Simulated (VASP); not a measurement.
Output of a VASP run:

File OUTCAR:
```
 ion  position               nearest neighbor table
   1  0.500  0.000  0.000-
   2  0.750  0.250  0.000-
   3  0.750  0.000  0.250-
   4  0.000  0.000  0.000-
   5  0.250  0.250  0.000-
   6  0.500  0.500  0.000-
   7  0.750  0.750  0.000-
   8  0.250  0.000  0.250-
   9  0.500  0.250  0.250-
  10  0.750  0.500  0.250-
  11  0.500  0.000  0.500-
  12  0.750  0.250  0.500-
  13  0.750  0.000  0.750-
  14  0.000  0.500  0.000-
  15  0.250  0.750  0.000-
  16  0.000  0.250  0.250-
  17  0.250  0.500  0.250-
  18  0.500  0.750  0.250-
  19  0.000  0.000  0.500-
  20  0.250  0.250  0.500-
  21  0.500  0.500  0.500-
  22  0.750  0.750  0.500-
  23  0.250  0.000  0.750-
  24  0.500  0.250  0.750-
  25  0.750  0.500  0.750-
  26  0.000  0.750  0.250-
  27  0.000  0.500  0.500-
  28  0.250  0.750  0.500-
  29  0.000  0.250  0.750-
  30  0.250  0.500  0.750-
  31  0.500  0.750  0.750-
  32  0.000  0.750  0.750-
  33  0.750  0.250  0.250-
  34  0.000  0.500  0.250-
  35  0.000  0.250  0.500-
  36  0.250  0.250  0.250-
  37  0.500  0.500  0.250-
  38  0.750  0.750  0.250-
  39  0.000  0.000  0.250-
  40  0.500  0.250  0.500-
  41  0.750  0.500  0.500-
  42  0.000  0.750  0.500-
  43  0.750  0.250  0.750-
  44  0.000  0.500  0.750-
  45  0.000  0.250  0.000-
  46  0.250  0.750  0.250-
  47  0.500  0.000  0.250-
  48  0.250  0.500  0.500-
  49  0.500  0.750  0.500-
  50  0.750  0.000  0.500-
  51  0.250  0.250  0.750-
  52  0.500  0.500  0.750-
  53  0.750  0.750  0.750-
  54  0.000  0.000  0.750-
  55  0.500  0.250  0.000-
  56  0.750  0.500  0.000-
  57  0.000  0.750  0.000-
  58  0.250  0.000  0.500-
  59  0.250  0.750  0.750-
  60  0.500  0.000  0.750-
  61  0.250  0.500  0.000-
  62  0.500  0.750  0.000-
  63  0.750  0.000  0.000-
  64  0.250  0.000  0.000-
  LATTYP: Found a simple cubic cell.
 ALAT       =    11.3688618516
 Subroutine PRICEL returns following result:
  LATTYP: Found a face centered cubic cell.
 ALAT       =     5.6844309258
 Subroutine GETGRP returns: Found 48 space group operations
The static configuration has the point symmetry O_h .
The dynamic configuration has the point symmetry O_h .
 Subroutine INISYM returns: Found 48 space group operations
 Subroutine IBZKPT returns following result:
 Found      1 irreducible k-points:

 Following reciprocal coordinates:
            Coordinates               Weight
  0.000000  0.000000  0.000000      1.000000
...
```

File OSZICAR:
```
       N       E                     dE             d eps       ncg     rms          rms(c)
DAV:   1    -0.216814309870E+03   -0.21681E+03   -0.66083E-05   472   0.127E-02    0.149E-02
RMM:   2    -0.216814302187E+03    0.76827E-05   -0.91382E-06   545   0.481E-03    0.597E-03
RMM:   3    -0.216814299813E+03    0.23746E-05   -0.72081E-06   586   0.368E-03    0.216E-03
RMM:   4    -0.216814300337E+03   -0.52404E-06   -0.77297E-07   391   0.189E-03
   1 F= -.21681430E+03 E0= -.21681430E+03  d E =-.692025E-19
```

OUTCAR:
```
------------------------ aborting loop because EDIFF is reached ----------------------------------------
  FORCE on cell =-STRESS in cart. coord.  units (eV):
  Direction    XX          YY          ZZ          XY          YZ          ZX
  --------------------------------------------------------------------------------------
  Total       -0.2823616     -0.2823616     -0.2823616      0.0000000      0.0000000     -0.0000000
  in kB       -0.3078685     -0.3078685     -0.3078685      0.0000000      0.0000000     -0.0000000
  external PRESSURE =      -0.3078685 kB  Pullay stress =       0.0000000 kB
  volume of cell :     1469.44
      direct lattice vectors                 reciprocal lattice vectors
    11.368861852  0.000000000  0.000000000     0.087959552  0.000000000  0.000000000
     0.000000000 11.368861852  0.000000000     0.000000000  0.087959552  0.000000000
     0.000000000  0.000000000 11.368861852     0.000000000  0.000000000  0.087959552
  FREE ENERGIE OF THE ION-ELECTRON SYSTEM (eV)
  ---------------------------------------------------
  free  energy   TOTEN  =      -216.8143003369 eV

  energy  without entropy=     -216.8143003369  energy(sigma->0) =     -216.81430034

 total charge

# of ion       s       p       d       tot
------------------------------------------
    1        0.040   5.977   0.000   6.017
    2        0.040   5.977   0.000   6.017
    3        0.040   5.977   0.000   6.017
    4        0.040   5.977   0.000   6.017
    5        0.040   5.977   0.000   6.017
    6        0.040   5.977   0.000   6.017
    7        0.040   5.977   0.000   6.017
    8        0.040   5.977   0.000   6.017
    9        0.040   5.977   0.000   6.017
   10        0.040   5.977   0.000   6.017
   11        0.040   5.977   0.000   6.017
   12        0.040   5.977   0.000   6.017
   13        0.040   5.977   0.000   6.017
   14        0.040   5.977   0.000   6.017
   15        0.040   5.977   0.000   6.017
   16        0.040   5.977   0.000   6.017
   17        0.040   5.977   0.000   6.017
   18        0.040   5.977   0.000   6.017
   19        0.040   5.977   0.000   6.017
   20        0.040   5.977   0.000   6.017
   21        0.040   5.977   0.000   6.017
   22        0.040   5.977   0.000   6.017
   23        0.040   5.977   0.000   6.017
   24        0.040   5.977   0.000   6.017
   25        0.040   5.977   0.000   6.017
   26        0.040   5.977   0.000   6.017
   27        0.040   5.977   0.000   6.017
   28        0.040   5.977   0.000   6.017
   29        0.040   5.977   0.000   6.017
   30        0.040   5.977   0.000   6.017
   31        0.040   5.977   0.000   6.017
   32        0.040   5.977   0.000   6.017
   33        1.587   3.579   0.000   5.166
   34        1.587   3.579   0.000   5.166
   35        1.587   3.579   0.000   5.166
   36        1.587   3.579   0.000   5.166
   37        1.587   3.579   0.000   5.166
   38        1.587   3.579   0.000   5.166
   39        1.587   3.579   0.000   5.166
   40        1.587   3.579   0.000   5.166
   41        1.587   3.579   0.000   5.166
   42        1.587   3.579   0.000   5.166
   43        1.587   3.579   0.000   5.166
   44        1.587   3.579   0.000   5.166
   45        1.587   3.579   0.000   5.166
   46        1.587   3.579   0.000   5.166
   47        1.587   3.579   0.000   5.166
   48        1.587   3.579   0.000   5.166
...
```
(Selected blocks of OUTCAR.)

**POSCAR**
```
Na32Cl32
1
   11.3688618516     0.0000000000     0.0000000000
    0.0000000000    11.3688618516     0.0000000000
    0.0000000000     0.0000000000    11.3688618516
Na Cl
32 32
Direct
  0.5000000000   0.0000000000   0.0000000000
  0.7500000000   0.2500000000   0.0000000000
  0.7500000000   0.0000000000   0.2500000000
  0.0000000000   0.0000000000   0.0000000000
  0.2500000000   0.2500000000   0.0000000000
  0.5000000000   0.5000000000   0.0000000000
  0.7500000000   0.7500000000   0.0000000000
  0.2500000000   0.0000000000   0.2500000000
  0.5000000000   0.2500000000   0.2500000000
  0.7500000000   0.5000000000   0.2500000000
  0.5000000000   0.0000000000   0.5000000000
  0.7500000000   0.2500000000   0.5000000000
  0.7500000000   0.0000000000   0.7500000000
  0.0000000000   0.5000000000   0.0000000000
  0.2500000000   0.7500000000   0.0000000000
  0.0000000000   0.2500000000   0.2500000000
  0.2500000000   0.5000000000   0.2500000000
  0.5000000000   0.7500000000   0.2500000000
  0.0000000000   0.0000000000   0.5000000000
  0.2500000000   0.2500000000   0.5000000000
  0.5000000000   0.5000000000   0.5000000000
  0.7500000000   0.7500000000   0.5000000000
  0.2500000000   0.0000000000   0.7500000000
  0.5000000000   0.2500000000   0.7500000000
  0.7500000000   0.5000000000   0.7500000000
  0.0000000000   0.7500000000   0.2500000000
  0.0000000000   0.5000000000   0.5000000000
  0.2500000000   0.7500000000   0.5000000000
  0.0000000000   0.2500000000   0.7500000000
  0.2500000000   0.5000000000   0.7500000000
  0.5000000000   0.7500000000   0.7500000000
  0.0000000000   0.7500000000   0.7500000000
  0.7500000000   0.2500000000   0.2500000000
  0.0000000000   0.5000000000   0.2500000000
  0.0000000000   0.2500000000   0.5000000000
  0.2500000000   0.2500000000   0.2500000000
  0.5000000000   0.5000000000   0.2500000000
  0.7500000000   0.7500000000   0.2500000000
  0.0000000000   0.0000000000   0.2500000000
  0.5000000000   0.2500000000   0.5000000000
  0.7500000000   0.5000000000   0.5000000000
  0.0000000000   0.7500000000   0.5000000000
  0.7500000000   0.2500000000   0.7500000000
  0.0000000000   0.5000000000   0.7500000000
  0.0000000000   0.2500000000   0.0000000000
  0.2500000000   0.7500000000   0.2500000000
  0.5000000000   0.0000000000   0.2500000000
  0.2500000000   0.5000000000   0.5000000000
  0.5000000000   0.7500000000   0.5000000000
  0.7500000000   0.0000000000   0.5000000000
  0.2500000000   0.2500000000   0.7500000000
  0.5000000000   0.5000000000   0.7500000000
  0.7500000000   0.7500000000   0.7500000000
  0.0000000000   0.0000000000   0.7500000000
  0.5000000000   0.2500000000   0.0000000000
  0.7500000000   0.5000000000   0.0000000000
  0.0000000000   0.7500000000   0.0000000000
  0.2500000000   0.0000000000   0.5000000000
  0.2500000000   0.7500000000   0.7500000000
  0.5000000000   0.0000000000   0.7500000000
  0.2500000000   0.5000000000   0.0000000000
  0.5000000000   0.7500000000   0.0000000000
  0.7500000000   0.0000000000   0.0000000000
  0.2500000000   0.0000000000   0.0000000000
```

Question: Reconstruct the remaining input files.

Answer: Several could match; the one computed here: the input of the run itself, PBE GGA, plane waves, VASP's PBE PAW potentials (set 64).

File KPOINTS:
```
Automatic mesh
0
Gamma
1 1 1
0 0 0
```

### INCAR
```
GGA = PE
PREC = Normal
ENCUT = 400
LASPH = .True.   ! aspherical one-centre terms
LVHAR = .True.
LCHARG = .False.
ISMEAR = 0
NELM = 100   ! most electronic steps
SYSTEM = Na32Cl32
LWAVE = .False.
LREAL = Auto   ! projection in real space or not
LORBIT = 11
EDIFF = 1E-6
SIGMA = 0.05
ALGO = Fast   ! Davidson, then RMM-DIIS
NELMIN = 4
```

POTCAR, in this order: Na_pv Cl (PBE.64 set). Program: vasp_gam. Read from the step before: WAVECAR.

The supercell is sampled at Γ alone, which is coarse: total energies, pressure and levels can be off, energies of defects by several tenths of an eV.

The cell is a supercell, built from NaCl (rock salt).
